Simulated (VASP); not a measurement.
A convergence study with VASP on EuO (rock salt): one setting is varied, all else stays as given below, so the limit is that of these other settings.

```
CELL_PARAMETERS angstrom
      0.00000     2.57000     2.57000
      2.57000     0.00000     2.57000
      2.57000     2.57000     0.00000
ATOMIC_POSITIONS crystal
  Eu 0.00000 0.00000 0.00000
  O  0.50000 0.50000 0.50000
```

Calculation: PBE GGA, VASP's PBE PAW potentials (set 64) (plane waves; VASP). The tightest run used: 700 eV cut-off, 18×18×18 Γ-centred mesh, Gaussian smearing of 0.050 eV, potentials Eu_2 O.

The 4f electrons are frozen in the core of the lanthanide potential, so 4f levels, which can set the real gap, and their magnetism are missing.

### Question
The settings run are 1×1×1 mesh; 2×2×2 mesh; 3×3×3 mesh; 4×4×4 mesh; 6×6×6 mesh; 7×7×7 mesh; 8×8×8 mesh; 9×9×9 mesh; 11×11×11 mesh; 12×12×12 mesh; 13×13×13 mesh; 14×14×14 mesh; 15×15×15 mesh; 17×17×17 mesh; 18×18×18 mesh. From which on does the energy per atom stay within 0.01 eV/atom of the tightest run?

### Answer
From 4×4×4 mesh on: it is off by 0.0025 there and by no more than 0.01 in any finer run, while 3×3×3 mesh is off by 0.0162.
| setting | E (eV/atom) | pressure (GPa) | irreducible k-points | difference judged (eV/atom) |
|---|---|---|---|---|
| 1×1×1 mesh | -2.4264 | 37.61 | 1 | 4.1422 |
| 2×2×2 mesh | -6.4588 | -8.09 | 3 | 0.1098 |
| 3×3×3 mesh | -6.5523 | -8.46 | 4 | 0.0162 |
| 4×4×4 mesh | -6.5661 | -8.65 | 8 | 0.0025 |
| 6×6×6 mesh | -6.5684 | -8.69 | 16 | 0.0001 |
| 7×7×7 mesh | -6.5685 | -8.68 | 20 | 0.0000 |
| 8×8×8 mesh | -6.5685 | -8.69 | 29 | 0.0000 |
| 9×9×9 mesh | -6.5685 | -8.69 | 35 | 0.0000 |
| 11×11×11 mesh | -6.5685 | -8.68 | 56 | 0.0000 |
| 12×12×12 mesh | -6.5685 | -8.68 | 72 | 0.0000 |
| 13×13×13 mesh | -6.5685 | -8.69 | 84 | 0.0000 |
| 14×14×14 mesh | -6.5685 | -8.69 | 104 | 0.0000 |
| 15×15×15 mesh | -6.5685 | -8.69 | 120 | 0.0000 |
| 17×17×17 mesh | -6.5685 | -8.69 | 165 | 0.0000 |
| 18×18×18 mesh | -6.5685 | -8.65 | 195 | 0.0000 |

Left out are rungs that failed or repeat a setting and relaxations that didn't move; long series are thinned to 24 rows.

The compound is EuO in the rock salt structure. The cell was not relaxed at this level.
